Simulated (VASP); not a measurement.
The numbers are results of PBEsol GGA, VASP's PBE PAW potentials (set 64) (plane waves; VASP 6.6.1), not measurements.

The input files of a VASP run:

### POSCAR
```
TiZn3
1
    3.8808300000     0.0000000000     0.0000000000
    0.0000000000     3.8808300000     0.0000000000
    0.0000000000     0.0000000000     3.8808300000
Ti Zn
1 3
Direct
 -0.0045880000   0.0097140000   0.0009940000
  0.0024780000   0.4982150000   0.4954730000
  0.5133130000   0.0046710000   0.5007250000
  0.4887970000   0.4873990000   0.0028080000
```

File KPOINTS:
```
Automatic mesh
0
gamma
  4 4 4
0 0 0
```

### INCAR
```
! general
SYSTEM  = TiZn3
PREC    = Accurate
ENCUT   = 300
LREAL   = F
LASPH   = T

! electronic loop
EDIFF   = 1E-6
NELM    = 100
ALGO    = Normal
LMAXMIX = 4

! smearing
ISMEAR  = -1
SIGMA   = 0.136

! functional
GGA     = PS

! ions
ISIF    = 2

! output
LWAVE   = F
LCHARG  = F
```

POTCAR, in this order: Ti_sv Zn (PBE.64 set). Program: vasp_std.

Output of the run:

**OSZICAR**
```
       N       E                     dE             d eps       ncg     rms          rms(c)
DAV:   1     0.271872264890E+03    0.27187E+03   -0.17110E+04  2024   0.180E+03
DAV:   2     0.247849460674E+01   -0.26939E+03   -0.26440E+03  2028   0.391E+02
DAV:   3    -0.152102441173E+02   -0.17689E+02   -0.17300E+02  2384   0.114E+02
DAV:   4    -0.158094667041E+02   -0.59922E+00   -0.59555E+00  2644   0.165E+01
DAV:   5    -0.158197273363E+02   -0.10261E-01   -0.10254E-01  2292   0.200E+00    0.112E+01
DAV:   6    -0.142780848350E+02    0.15416E+01   -0.12700E+01  2412   0.342E+01    0.507E+00
DAV:   7    -0.140103014505E+02    0.26778E+00   -0.29362E+00  2380   0.125E+01    0.392E+00
DAV:   8    -0.139303300004E+02    0.79971E-01   -0.41501E-01  2464   0.650E+00    0.134E+00
DAV:   9    -0.139164614838E+02    0.13869E-01   -0.36385E-02  2148   0.156E+00    0.273E-01
DAV:  10    -0.139158778758E+02    0.58361E-03   -0.54090E-03  2360   0.649E-01    0.133E-01
DAV:  11    -0.139158127562E+02    0.65120E-04   -0.17050E-03  2396   0.402E-01    0.729E-02
DAV:  12    -0.139157527259E+02    0.60030E-04   -0.36220E-04  2324   0.281E-01    0.158E-02
DAV:  13    -0.139157538037E+02   -0.10778E-05   -0.17169E-05  2320   0.792E-02    0.116E-02
DAV:  14    -0.139157537141E+02    0.89625E-07   -0.16244E-06  1200   0.236E-02
   1 F= -.13915754E+02 E0= -.13804451E+02  d E =-.222605E+00
```

**OUTCAR**
```
------------------------ aborting loop because EDIFF is reached ----------------------------------------
  FORCE on cell =-STRESS in cart. coord.  units (eV):
  Direction    XX          YY          ZZ          XY          YZ          ZX
  --------------------------------------------------------------------------------------
  Total       -0.3735503     -0.4755820     -0.3700909      0.0571686      0.0142395     -0.0159586
  in kB      -10.2396674    -13.0365327    -10.1448396      1.5670912      0.3903303     -0.4374519
  external PRESSURE =     -11.1403466 kB  Pullay stress =       0.0000000 kB
  volume of cell :       58.45
      direct lattice vectors                 reciprocal lattice vectors
     3.880830000  0.000000000  0.000000000     0.257676837  0.000000000  0.000000000
     0.000000000  3.880830000  0.000000000     0.000000000  0.257676837  0.000000000
     0.000000000  0.000000000  3.880830000     0.000000000  0.000000000  0.257676837
 POSITION                                       TOTAL-FORCE (eV/Angst)
 -----------------------------------------------------------------------------------
      3.86302      0.03770      0.00386         0.185708     -0.507197     -0.076445
      0.00962      1.93349      1.92285        -0.041371      0.216802      0.111201
      1.99208      0.01813      1.94323        -0.281910     -0.112465      0.025478
      1.89694      1.89151      0.01090         0.137573      0.402860     -0.060235
 -----------------------------------------------------------------------------------
    total drift:                               -0.000761      0.003572     -0.001432
  FREE ENERGIE OF THE ION-ELECTRON SYSTEM (eV)
  ---------------------------------------------------
  free  energy   TOTEN  =       -13.9157537141 eV

  energy  without entropy=      -13.6931485835  energy(sigma->0) =      -13.80445115
```
(Selected blocks of OUTCAR.)

At this cut-off the stress carries a Pulay error, which pulls relaxed volumes low.

The structure comes from a computed database's TiZn3 entry; how it stands against other phases isn't given here. The cell was not relaxed at this level, atoms are displaced from their ideal sites. The k-mesh is coarse (spacing up to 0.40 per Å, 2π included), so the numbers may not be converged in it. The run is one of a series of settings (KPOINTS 4×4×4 Γ-centred mesh against the base run), some of them coarse on purpose.
